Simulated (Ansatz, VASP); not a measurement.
**Two plane-wave programs on CaSb2**

```
Ca Sb
1.0
     3.52297    0.00000    0.00000
    -1.76149    3.05098    0.00000
     0.00000    0.00000   33.20228
Ca Sb
1 2
Direct
  0.00000 0.00000 0.27107
  0.66667 0.33333 0.34867
  0.33333 0.66667 0.19346
```

Change from the starting cell: species swapped into a sheet of the LaSb2 type.

Alike in both runs: functional PBE; k mesh 6 × 6 × 1; occupations gaussian, width 0.1 eV; no spin polarisation.

Ansatz relaxed the structure, and its values are those at the end. VASP's run is a single point on that final structure, the one shown.

|  | VASP | Ansatz |
| --- | --- | --- |
| version | VASP 6.6.1 | Ansatz 0.2.0 |
| potentials or method | VASP PAW PBE potentials, release 64 (Ca_sv, Sb) | scalar-relativistic, plane waves, PAW |
| plane-wave cutoff (eV) | 520 | 420 |
| valence electrons in the cell | 20 | 40 |

|  | VASP | Ansatz | Ansatz less VASP |
| --- | --- | --- | --- |
| gap on the k mesh at the Fermi level (eV) | none | none | - |
| rms of the force components (eV/Å) | 0.005 | 0.012 | +0.0067 |

A gap of «none» marks a metal or a gap that the smearing closes. The functional is the same, so the differences come from potentials, cutoffs and numerics. The two sets of potentials don't hold the same shells in valence. Ansatz warned: «slab_cell_height_set».

Spin-orbit coupling is left out, which matters for the levels of Sb.
